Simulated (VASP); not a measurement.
An input for Ansatz (written as the equivalent of a VASP run, and not itself run):

Ansatz 0.2 input:
```yaml
crystal:
  lattice:
    - [4.3839107, 0.0000000, 0.0000000]
    - [0.0000000, 4.3839107, 0.0000000]
    - [0.0000000, 0.0000000, 2.8557844]
  atoms:
    - { symbol: Mn, position: [0.0000000, 0.0000000, 0.0000000], spin: 2.7 }
    - { symbol: Mn, position: [0.5000000, 0.5000000, 0.5000000], spin: -2.7 }
    - { symbol: O, position: [0.3038291, 0.3038291, 0.0000000] }
    - { symbol: O, position: [0.8038291, 0.1961709, 0.5000000] }
    - { symbol: O, position: [0.1961709, 0.8038291, 0.5000000] }
    - { symbol: O, position: [0.6961709, 0.6961709, 0.0000000] }
kpoints:
  mp_grid: { grid: [5, 5, 7] }
hamiltonian:
  xc: r2scan
  dispersion: rvv10
  pseudopotentials: { kind: paw }
magnetization: { spin_polarized: true }
scf:
  occupations: { method: gaussian, width: 0.05 }
  max_iter: 100
relax:
  max_steps: 60
  f_tol: 0.02
  cell: {}
output: { forces: true, stress: true, eigenvalues: true }
```

Translate this input to VASP (INCAR, KPOINTS, POSCAR, choice of POTCAR).

Several could match; the one computed here: 
### INCAR
```
SYSTEM = MnO2
PREC = Accurate
ENCUT = 520
EDIFF = 1E-6
NELM = 100
ALGO = Normal
LREAL = .FALSE.
LASPH = .TRUE.
ISMEAR = 0
SIGMA = 0.05
METAGGA = R2SCAN
LUSE_VDW = .TRUE.
BPARAM = 11.95
CPARAM = 0.0093
LMIXTAU = .TRUE.
LMAXMIX = 4
ISPIN = 2
MAGMOM = 2.7 -2.7 -0.0 0.0 0.0 -0.0
LORBIT = 10
LWAVE = .FALSE.
LCHARG = .FALSE.
IBRION = 2
ISIF = 3
NSW = 60
EDIFFG = -0.02
```

### KPOINTS
```
Regular mesh
0
G
5 5 7
```

POSCAR:
```
MnO2
1
    4.3839107051    -0.0000000000     0.0000000000
    0.0000000000     4.3839107051     0.0000000000
    0.0000000000     0.0000000000     2.8557844384
Mn O
2 4
Direct
  0.0000000000   0.0000000000   0.0000000000
  0.5000000000   0.5000000000   0.5000000000
  0.3038290788   0.3038290788   0.0000000000
  0.8038290788   0.1961709212   0.5000000000
  0.1961709212   0.8038290788   0.5000000000
  0.6961709212   0.6961709212   0.0000000000
```

POTCAR, in this order: Mn_pv O (PBE.64 set). Program: vasp_std.

The two are equivalent in intent, not identical: each code has its own PAW files, so the cut-off isn't converted (ENCUT is set for VASP's; basis.ecutwfc is left out, and Ansatz then takes the one that its files recommend); Ansatz stops its SCF on the density residual and VASP on the energy change (EDIFF).

The compound is MnO2 in the rutile structure. This run relaxes it. Symmetry was kept, so distortions that lower it aren't found. The start is the result of an earlier pass.
